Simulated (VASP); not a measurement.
Here is a VASP 6.6.1 calculation.

The input INCAR:

```
SYSTEM = W
ALGO = Fast
EDIFF = 1E-7
EDIFFG = -0.005
ENCUT = 600
GGA = PE
IBRION = 2
ISIF = 3
ISMEAR = -1
KPAR = 8
LASPH = .True.
LCHARG = .False.
LREAL = .False.
LWAVE = .False.
NELM = 100
NSW = 60
PREC = Accurate
SIGMA = 0.05
```

File KPOINTS:

```
k-points
0
Gamma
  24 24 24
  0 0 0
```

The input POSCAR:

```
W
1.0
   -1.5900000000      1.5900000000      1.5900000000
    1.5900000000     -1.5900000000      1.5900000000
    1.5900000000      1.5900000000     -1.5900000000
W
1
Direct
    0.0000000000      0.0000000000      0.0000000000
```

Potentials or basis: VASP PAW PBE potentials, release 64 (W_sv).

Run with:

```console
$ cat potpaw_PBE.64/W_sv/POTCAR > POTCAR
$ mpirun -np 8 vasp_std > vasp.out
```

**Question.** What does it give for the band gap on the k mesh?

**Answer.** None (metal or under the smearing width).

**Question.** What does it give for the space group after relaxing (to 0.05 Å)?

**Answer.** Im-3m (No. 229).

Step by step:
```csv
step,energy change (eV),largest force (eV/Å),pressure (GPa),volume (Å³)
1,0.0000,0.0000,1.67,16.08
2,0.0050,0.0000,-5.53,16.47
3,-0.0004,0.0000,0.00,16.17
```

Spin-orbit coupling is left out, which matters for the levels of W.
